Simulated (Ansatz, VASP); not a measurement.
# SbP: VASP beside Ansatz, part 2 of 2

Wanted: the spread between two codes on one cell, functional and k mesh. The cell is generated by rule, not measured, and may not be a known phase. The cell is taken from a series of runs on this material, whose earlier steps may have relaxed, scaled, displaced or heated it; both programs get it as it stands.

VASP 6.6.1 and Ansatz 0.2.0.

So far. Step 2 (VASP: single point, r2SCAN, pair 1): The run ends at a pressure of 5.80 GPa, with forces up to 0.29 eV/Å. Step 3 (Ansatz: single point, r2SCAN, pair 1): The run ends at a pressure of 5.77 GPa, with forces up to 0.26 eV/Å.

The structure was built from a prototype and need not be the compound's stable phase.

## (5) Ansatz: single point, r2SCAN, pair 2

Level of this step: Ansatz beside VASP: Kohn-Sham DFT, plane waves, r2SCAN (Ansatz).

With cell and atoms fixed, the geometry can't cause a difference; cores, projectors, grids and the points listed under the comparison can.

The cell is taken from a series of runs on this material, whose earlier steps may have relaxed, scaled, displaced or heated it; both programs get it as it stands.

input.yaml reads:

```yaml
crystal:
  lattice:
    - [3.8101862182, 2.9157e-06, 0.0]
    - [-5.0501e-06, 6.5994361162, 0.0]
    - [0.0, 0.0, 7.137504629]
  atoms:
    - { symbol: Sb, position: [0.0, -0.0111316559, 0.00895646] }
    - { symbol: Sb, position: [0.5, 0.5111316559, -0.00895646] }
    - { symbol: Sb, position: [0.0, 0.0111316559, 0.50895646] }
    - { symbol: Sb, position: [0.5, 0.4888683441, 0.49104354] }
    - { symbol: P, position: [0.0, 0.3333333333, 0.3130472446] }
    - { symbol: P, position: [0.5, 0.8333333333, 0.1869527554] }
    - { symbol: P, position: [0.5, 0.1666666667, 0.6869527554] }
    - { symbol: P, position: [0.0, 0.6666666667, 0.8130472446] }
kpoints:
  mp_grid: { grid: [10, 6, 6] }
hamiltonian:
  xc: r2scan
scf:
  occupations: { method: methfessel_paxton, width: 0.2 }
output:
  forces: true
  stress: true
  eigenvalues: true
```

Command:

```
$ ansatz run input.yaml --threads 4 --pin off --max-ram 7168MiB --backend cpu --events-out ev --progress --plain --runs-dir out
```

Numbers of over 12 decimals in the logs are rounded to 6 here.

Log:

```text
[...]
Crystal: 8 atoms, lattice volume = 179.473 Å³
Basis set: ecut = 500 eV, 4495 PW (Γ), exchange–correlation on 120×200×216 points (64 copies of the dense FFT grid, shifted against one another)
Bands: 48, of which v1, the nominal top of the filled ones, is band 40 counted from 1 (39 counted from 0)
Symmetry: 8 space group operations
[...]
k-points: 96 of 360
[...]
k-point 0: bands = [... 36 lower, 8.2549, 9.0735, 9.5918, 9.9256, 11.2299, 11.5953, 12.1800, 12.3543, ... 4 higher]
  k-point 1: bands = [... 36 lower, 8.4395, 8.9135, 9.9440, 10.1376, 10.9764, 11.3269, 12.0992, 12.1274, ... 4 higher]
  k-point 2: bands = [... 36 lower, 9.0372, 9.2993, 9.7635, 10.7001, 10.7566, 10.8380, 12.0022, 12.0774, ... 4 higher]
  k-point 95: bands = [... 36 lower, 7.4627, 7.4627, 7.4627, 7.4627, 12.2374, 12.2374, 12.2374, 12.2374, ... 4 higher]
[key lines of the parts left out:]
SCF converged after 8 iterations
Free energy (F): -29030.688711 eV
Fermi energy:    10.466900 eV
P = ⅓ Tr σ = 10.3571 GPa (103.571 kbar)
```

The run ends at a pressure of 10.36 GPa, with forces up to 1.2 eV/Å.

## (6) VASP: single point, r2SCAN, pair 2

The same cell, functional, mesh and smearing now go to VASP, with its own data sets.

INCAR reads:

```
SYSTEM = SbP
PREC = Accurate
ENCUT = 550
EDIFF = 1E-06
NELM = 120
ISMEAR = 1
SIGMA = 0.2
LREAL = .FALSE.
ALGO = Normal
METAGGA = R2SCAN
LASPH = .TRUE.
NBANDS = 28
LORBIT = 11
LWAVE = .FALSE.
LCHARG = .FALSE.
ISIF = 2
GGA_COMPAT = .FALSE.
LMIXTAU = .TRUE.
KPAR = 2
```

POSCAR reads:

```
SbP
1.0
    3.8101862182      0.0000029157      0.0000000000
   -0.0000050501      6.5994361162      0.0000000000
    0.0000000000      0.0000000000      7.1375046290
Sb P
4 4
Direct
    0.0000000000      0.9888683441      0.0089564600
    0.5000000000      0.5111316559      0.9910435400
    0.0000000000      0.0111316559      0.5089564600
    0.5000000000      0.4888683441      0.4910435400
    0.0000000000      0.3333333333      0.3130472446
    0.5000000000      0.8333333333      0.1869527554
    0.5000000000      0.1666666667      0.6869527554
    0.0000000000      0.6666666667      0.8130472446
```

KPOINTS reads:

```
Automatic mesh
0
Gamma
10 6 6
0 0 0
```

The projector-augmented-wave data sets are Sb and P (PBE family, release 64).

Command:

```
$ mpirun -np 2 vasp_std
```

Log:

```text
[banner, memory and clock lines left out]
running    2 mpi-ranks, on    1 nodes
[...]
[... a notice as in an earlier step ...]

 LDA part: xc-table for (None), standard interpolation
 POSCAR, INCAR and KPOINTS ok, starting setup
[...]
entering main loop
       N       E                     dE             d eps       ncg     rms          rms(c)
DAV:   1     0.113919346702E+03    0.11392E+03   -0.15839E+04  5376   0.127E+03
DAV:   2    -0.123152871154E+03   -0.23707E+03   -0.23026E+03  6492   0.210E+02
DAV:   3    -0.142380063350E+03   -0.19227E+02   -0.18659E+02  6700   0.628E+01
DAV:   4    -0.142854260602E+03   -0.47420E+00   -0.47111E+00  6828   0.100E+01
[...]
DAV:  17    -0.136165293584E+03   -0.64432E-04   -0.44945E-05  5736   0.450E-02    0.300E-03
DAV:  18    -0.136165295005E+03   -0.14214E-05   -0.29856E-06  4884   0.990E-03    0.220E-03
DAV:  19    -0.136165295059E+03   -0.53254E-07   -0.25767E-07  3148   0.336E-03
   1 F= -.13616530E+03 E0= -.13616785E+03  d E =0.767588E-02
```

OUTCAR, selected parts (step 6):

```text
  Total       11.0226988      7.4817304     16.9502380      0.0000027      0.0000000      0.0000000
  in kB       98.4009037     66.7902710    151.3167304      0.0000242      0.0000000      0.0000000
  external PRESSURE =     105.5026351 kB  Pullay stress =       0.0000000 kB

 POSITION                                       TOTAL-FORCE (eV/Angst)
 -----------------------------------------------------------------------------------
     -0.00000      6.52597      0.06393        -0.000001      1.018514     -0.448052
      1.90509      3.37318      7.07358         0.000001     -1.018514      0.448052
     -0.00000      0.07346      3.63268         0.000001     -1.018514     -0.448052
      1.90509      3.22626      3.50483        -0.000001      1.018514      0.448052
     -0.00000      2.19981      2.23438        -0.000000      0.148696     -1.250541
      1.90509      5.49953      1.33438        -0.000000      0.148696      1.250541
      1.90509      1.09991      4.90313         0.000000     -0.148696      1.250541
     -0.00000      4.39962      5.80313         0.000000     -0.148696     -1.250541
 -----------------------------------------------------------------------------------
    total drift:                               -0.000000      0.000000      0.000000

  FREE ENERGIE OF THE ION-ELECTRON SYSTEM (eV)
  ---------------------------------------------------
  free  energy   TOTEN  =      -136.1652950587 eV

  energy  without entropy=     -136.1729709378  energy(sigma->0) =     -136.16785369

[... 2 parts as in an earlier step ...]

[... 1 further part left out ...]
[key lines of the parts left out:]
E-fermi :   8.1320
```

The run ends at a pressure of 10.55 GPa, with forces up to 1.3 eV/Å.

## (7) Side by side

What differs besides the data sets and the points named for the pairs above, as far as they apply: the data sets hold 80 valence electrons in Ansatz (on its default PAW (the set named soft_2) files) and 40 in VASP. Total energies have different zeros and are not compared.

Compared:

```csv
quantity,Ansatz,VASP,difference
pressure (GPa),10.36,10.55,-0.19
```

Forces (eV/Å; atoms numbered as in POSCAR):

```csv
atom,"Ansatz x, y, z","VASP x, y, z"
Sb1,"0.000, 0.947, -0.422","0.000, 1.019, -0.448"
Sb2,"0.000, -0.947, 0.422","0.000, -1.019, 0.448"
Sb3,"0.000, -0.947, -0.422","0.000, -1.019, -0.448"
Sb4,"0.000, 0.947, 0.422","0.000, 1.019, 0.448"
P5,"0.000, 0.157, -1.187","0.000, 0.149, -1.251"
P6,"0.000, 0.157, 1.187","0.000, 0.149, 1.251"
P7,"0.000, -0.157, 1.187","0.000, -0.149, 1.251"
P8,"0.000, -0.157, -1.187","0.000, -0.149, -1.251"
```

The forces differ by 41 meV/Å r.m.s., which is 6.0 % of the r.m.s. force of 0.686 eV/Å (both taken over all components).

## (8) What came out

- r.m.s. force difference (single point, r2SCAN, pair 1): 27 meV/Å
- r.m.s. force difference (single point, r2SCAN, pair 2): 6.0 % of the r.m.s. force

The r.m.s. force difference is 27 meV/Å (single point, r2SCAN, pair 1), beyond the 12 meV/Å picked in this series as the mark of a large difference. The data sets hold unlike numbers of valence electrons (80 in Ansatz and 40 in VASP), so part of the differences comes from the potentials. What causes the difference of the single point, r2SCAN, pair 1 pair stays open here. What causes the difference of the single point, r2SCAN, pair 2 pair stays open here. Such differences can come from data sets, numerical settings and the points named under the comparisons, not from the functional's error against experiment.

[Lines on the potential files, build, host, timing and source positions are cut from VASP's logs without a mark.]

[Logs are printed without paths, hosts, clocks, repeated set-up lines and the standing remarks that a program may print on its own settings, such as how far it seeks lower states.]

[Hosts, paths, dates, database ids (printed as entryN), source tags and the programs' standing remarks are cut or masked in the printed files.]
